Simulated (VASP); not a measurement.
A convergence study with VASP on AlN (wurtzite): one setting is varied, all else stays as given below, so the limit is that of these other settings. Each run relaxes cell and ions from the cell shown.

```
CELL_PARAMETERS angstrom
      1.55500    -2.69334     0.00000
      1.55500     2.69334     0.00000
      0.00000     0.00000     4.98000
ATOMIC_POSITIONS crystal
  Al 0.66667 0.33333 0.50000
  Al 0.33333 0.66667 0.00000
  N  0.66667 0.33333 0.88200
  N  0.33333 0.66667 0.38200
```

Level of theory: PBE GGA, VASP's PBE PAW potentials (set 64) (plane waves; VASP). The tightest run used: 700 eV cut-off, 12×12×7 Γ-centred mesh, Gaussian smearing of 0.050 eV, potentials Al N.

```json
[
 {"setting": "2×2×1 mesh", "relaxed volume (Å³/atom)": "10.534", "E (eV/atom)": "-7.2273", "irreducible k-points": "2"},
 {"setting": "3×3×2 mesh", "relaxed volume (Å³/atom)": "10.618", "E (eV/atom)": "-7.4015", "irreducible k-points": "6"},
 {"setting": "4×4×2 mesh", "relaxed volume (Å³/atom)": "10.618", "E (eV/atom)": "-7.4392", "irreducible k-points": "8"}
]
```

### Question
These are the cheaper rows. Estimate the results at 12×12×7 mesh, and how far the last row shown lies from them.

### Answer

| quantity | tightest run | last row shown is off by |
|---|---|---|
| relaxed volume (Å³/atom) | 10.623 | -0.005 |
| E (eV/atom) | -7.4472 | 0.0080 |

Left out are rungs that failed or repeat a setting and relaxations that didn't move; long series are thinned to 24 rows.

The compound is AlN in the wurtzite structure.
